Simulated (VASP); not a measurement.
## Nb: a series in biaxial strain in the (110) plane

Wanted: the elastic response of Nb to biaxial strain in the (110) plane, with a fit that predicts a row left out.

Calculated with VASP 6.6.1; PBEsol; plane waves and PAW (Nb_sv), in the first sound run; inputs show where later runs differ.

## Step 1: The structure

Symmetry: Im-3m, No. 229, cubic system. Conventional cell: a = 3.300 Å, b = 3.300 Å, c = 3.300 Å, α = 90.00°, β = 90.00°, γ = 90.00°. Nb has 8 Nb at 2.86 Å nearest.

As a file:

```
Nb
1.0
    -1.65000    1.65000    1.65000
     1.65000   -1.65000    1.65000
     1.65000    1.65000   -1.65000
Nb
1
Direct
  0.00000 0.00000 0.00000
```

## Step 2: Relax the crystal, PBEsol

The series starts from the cell that this level prefers, so that zero strain is near zero stress.

This step took 2 runs in a row; the last is shown.

Level: PBEsol; plane waves and PAW (Nb_sv).

INCAR

```
SYSTEM = Nb
PREC = Accurate
ENCUT = 450
EDIFF = 1E-07
NELM = 120
ISMEAR = 1
SIGMA = 0.15
LREAL = .FALSE.
ALGO = Normal
GGA = PS
NBANDS = 12
LASPH = .TRUE.
LORBIT = 11
LWAVE = .FALSE.
LCHARG = .FALSE.
KPAR = 8
IBRION = 2
NSW = 40
ISIF = 3
EDIFFG = -0.005
POTIM = 0.4
```

POSCAR

```
Nb
1.0
   -1.6345591088      1.6345591088      1.6345591088
    1.6345591088     -1.6345591088      1.6345591088
    1.6345591088      1.6345591088     -1.6345591088
Nb
1
Direct
    0.0000000000      0.0000000000      0.0000000000
```

KPOINTS

```
Automatic mesh
0
Gamma
25 25 25
0 0 0
```

Potentials, in the order of the species: Nb_sv (PBE family, release 64).

Command:

```sh
> mpirun -np 8 vasp_std
```

Output:

```text
[banner, memory and clock lines left out]
running    8 mpi-ranks, on    1 nodes
[...]
|                                                                             |
|           W    W    AA    RRRRR   N    N  II  N    N   GGGG   !!!           |
|           W    W   A  A   R    R  NN   N  II  NN   N  G    G  !!!           |
|           W    W  A    A  R    R  N N  N  II  N N  N  G       !!!           |
|           W WW W  AAAAAA  RRRRR   N  N N  II  N  N N  G  GGG   !            |
|           WW  WW  A    A  R   R   N   NN  II  N   NN  G    G                |
|           W    W  A    A  R    R  N    N  II  N    N   GGGG   !!!           |
|                                                                             |
|     For optimal performance we recommend to set                             |
|       NCORE = 2 up to number-of-cores-per-socket                            |
|     NCORE specifies how many cores store one orbital (NPAR=cpu/NCORE).      |
|     This setting can greatly improve the performance of VASP for DFT.       |
[...]
DAV:   6    -0.109500289560E+02   -0.31637E-06   -0.26719E-07 12044   0.626E-03    0.569E-04
DAV:   7    -0.109500289750E+02   -0.19048E-07   -0.27704E-08  6880   0.166E-03
   2 F= -.10950029E+02 E0= -.10950036E+02  d E =0.108156E-05
 trial-energy change:    0.000001  1 .order    0.000002   -0.000010    0.000013
 step:   0.4654(harm=  0.4313)  dis= 0.00000  next Energy=   -10.950032 (dE=-0.242E-05)
[...]
N       E                     dE             d eps       ncg     rms          rms(c)
DAV:   1    -0.109500796461E+02   -0.50690E-04   -0.13106E-03 14540   0.506E-01    0.566E-02
DAV:   2    -0.109500373872E+02    0.42259E-04   -0.10090E-04 15476   0.130E-01    0.165E-02
DAV:   3    -0.109500320600E+02    0.53272E-05   -0.36644E-05 19804   0.602E-02    0.102E-02
DAV:   4    -0.109500322982E+02   -0.23823E-06   -0.82062E-07 14320   0.938E-03    0.512E-03
DAV:   5    -0.109500326856E+02   -0.38739E-06   -0.25081E-06 18160   0.106E-02    0.227E-03
DAV:   6    -0.109500324702E+02    0.21546E-06   -0.70846E-08  8476   0.338E-03    0.333E-04
DAV:   7    -0.109500324506E+02    0.19594E-07   -0.15123E-08  5932   0.159E-03
   3 F= -.10950032E+02 E0= -.10950041E+02  d E =-.239399E-05
[...]
reached required accuracy - stopping structural energy minimisation
```

The job ended after 39 s (8 MPI ranks of Intel Xeon Platinum 8259CL at 2.50GHz (Skylake/Cascade Lake), shared host; peak memory 1.4 GiB).

The logs omit lines about the potential files and the build; timing stands in the text.

OUTCAR, selected parts (step 2):

```text
  Total        0.0002542      0.0002542      0.0002542      0.0000000     -0.0000000     -0.0000000
  in kB        0.0233255      0.0233255      0.0233255      0.0000000     -0.0000000     -0.0000000
  external PRESSURE =       0.0233255 kB  Pullay stress =       0.0000000 kB

 POSITION                                       TOTAL-FORCE (eV/Angst)
 -----------------------------------------------------------------------------------
     -0.00000      0.00000      0.00000        -0.000000     -0.000000     -0.000000
 -----------------------------------------------------------------------------------
    total drift:                                0.000000      0.000000      0.000000

  FREE ENERGIE OF THE ION-ELECTRON SYSTEM (eV)
  ---------------------------------------------------
  free  energy   TOTEN  =       -10.9500324506 eV

  energy  without entropy=      -10.9500593716  energy(sigma->0) =      -10.95004142

 reached required accuracy - stopping structural energy minimisation

[... 3 further parts left out ...]
[key lines of the parts left out:]
E-fermi :  11.4735
```

This run gave:

* energy(sigma→0) of the program: -10.9500 eV
* stress, compression positive: 0.00 along [110], 0.00 across it (mean), GPa
* volume: 17.460 Å³
* ionic steps: 3

## Step 3: Strain along the normal, PBEsol

One member in full: the plane is strained by -2 %, and the strain along the normal is moved by secant steps until the normal stress is under 0.012 GPa or five steps are spent; the atoms relax at each step.

This step took 4 runs, each at a new trial strain with the atoms of the one before; the last is shown.

Level: PBEsol; plane waves and PAW (Nb_sv).

Edit INCAR of step 2 so:

```diff
@@ -15,7 +15,7 @@
 LCHARG = .FALSE.
-KPAR = 8
-IBRION = 2
-NSW = 40
-ISIF = 3
-EDIFFG = -0.005
-POTIM = 0.4
+KPAR = 2
+IBRION = 1
+NSW = 25
+ISIF = 2
+EDIFFG = -0.004
+POTIM = 0.3
```

POSCAR

```
Nb
1.0
   -1.6015982250      1.6015982250      1.6015982250
    1.6015982250     -1.6015982250      1.6015982250
    1.6832094980      1.6832094980     -1.6015982250
Nb
1
Direct
    0.0000000000      0.0000000000      0.0000000000
```

KPOINTS is that of step 2.

Command:

```sh
> mpirun -np 2 vasp_std
```

Output:

```text
[banner, memory and clock lines left out]
running    2 mpi-ranks, on    1 nodes
[...]
[... a notice as in an earlier step ...]

 LDA part: xc-table for (Slater+PW92), standard interpolation
 POSCAR, INCAR and KPOINTS ok, starting setup
[...]
entering main loop
       N       E                     dE             d eps       ncg     rms          rms(c)
DAV:   1     0.104966665357E+03    0.10497E+03   -0.67761E+03 53124   0.976E+02
DAV:   2    -0.743682564770E+01   -0.11240E+03   -0.10835E+03 58272   0.362E+02
DAV:   3    -0.111827873137E+02   -0.37460E+01   -0.36037E+01 75180   0.581E+01
DAV:   4    -0.113864765926E+02   -0.20369E+00   -0.20251E+00 72700   0.125E+01
[...]
DAV:  11    -0.109429936009E+02    0.65355E-05   -0.26661E-06 72264   0.228E-02    0.536E-03
DAV:  12    -0.109429925231E+02    0.10777E-05   -0.48262E-07 65512   0.114E-02    0.116E-03
DAV:  13    -0.109429924852E+02    0.37897E-07   -0.10547E-08 36228   0.114E-03
   1 F= -.10942992E+02 E0= -.10942869E+02  d E =-.109430E+02
 BRION: g(F)=  0.172E-61 g(S)=  0.000E+00
 reached required accuracy - stopping structural energy minimisation
```

Wall time 3.1 min (2 MPI ranks); peak memory 0.85 GiB.

OUTCAR, selected parts (step 3):

```text
  Total        0.0886793      0.0886793      0.4681274     -0.0886736      0.0000000      0.0000000
  in kB        8.2267352      8.2267352     43.4279471     -8.2262065      0.0000000      0.0000000
  external PRESSURE =      19.9604725 kB  Pullay stress =       0.0000000 kB

 POSITION                                       TOTAL-FORCE (eV/Angst)
 -----------------------------------------------------------------------------------
      0.00000      0.00000      0.00000        -0.000000     -0.000000     -0.000000
 -----------------------------------------------------------------------------------
    total drift:                                0.000000     -0.000000      0.000000

  FREE ENERGIE OF THE ION-ELECTRON SYSTEM (eV)
  ---------------------------------------------------
  free  energy   TOTEN  =       -10.9429924852 eV

  energy  without entropy=      -10.9426223420  energy(sigma->0) =      -10.94286910

[... 1 part as in an earlier step ...]

[... 3 further parts left out ...]
[key lines of the parts left out:]
E-fermi :  11.6445
```

Numbers from this step:

```
energy(sigma→0) of the program : -10.9429 eV
stress, compression positive   : 0.00 along [110], 2.99 across it (mean), GPa
ionic steps                    : 1
```

## Step 4: All members

The other members went through these steps as far as the tables show, with the same cutoff and, step by step, the same mesh; 28 runs are not shown. The session took 3.1 core hours (wall time by ranks) on a shared machine.

```tsv
in-plane strain (%)	strain along the normal (%)	mean of the two in-plane stresses, tension positive (GPa)	energy above the unstrained row, extrapolated to no smearing (meV/atom)
-2.000	2.994	-2.994	7.155
-1.500	2.198	-2.295	4.120
-1.000	1.459	-1.516	1.866
-0.500	0.745	-0.711	0.500
0	0.000	-0.006	0.000
0.500	-0.787	?	?
1.000	-1.638	0.948	0.980
1.500	-2.518	1.211	2.054
2.000	-3.271	1.732	3.397
```

## Step 5: Stress from the known rows

A least-squares parabola through the 8 rows shown, with e the strain in %: stress = − 0.1460 e² + 1.184 e − 0.1107 (GPa), r.m.s. residual 0.077 GPa.

For the withheld row, e = 0.5, the fit gives 0.445 GPa.

## Step 6: Prediction against calculation

The calculation gives 0.567 GPa, so the prediction is 0.122 GPa too low, within twice the residual of the fit.

Slopes at zero strain, from cubics through all rows: strain ratio -1.552, stress over strain 123 GPa (the cubic misses the stress by 0.08 GPa r.m.s., so this slope is good to some per cent only).

## Step 7: What came out

```json
{"error of the predicted stress": "-0.122 GPa", "ratio of normal to in-plane strain": "-1.552", "biaxial modulus": "123 GPa"}
```

What this shows: As a check, the curvature of the energy gives 133 GPa for the same modulus (energy per volume = M × strain²), 8 % from the slope of the stress; these energies are extrapolated to no smearing, while the stress belongs to the free energy, so part of the difference may come from that. The energy also has a linear term worth 0.14 GPa that the stress column lacks, a mark of the finite basis or of the smearing. These are static values: temperature and zero-point motion are left out. In a metal the slopes also depend on mesh and smearing, which were held through the series.

[Lines on the potential files, build, host, timing and source positions are cut from VASP's logs without a mark.]

[Logs are printed without paths, hosts, clocks, repeated set-up lines and the standing remarks that a program may print on its own settings, such as how far it seeks lower states.]

[Hosts, paths, dates, database ids (printed as entryN), source tags and the programs' standing remarks are cut or masked in the printed files.]

[In band tables of VASP the shares of atoms and orbitals are scaled to a sum of 1 inside the atoms' spheres.]
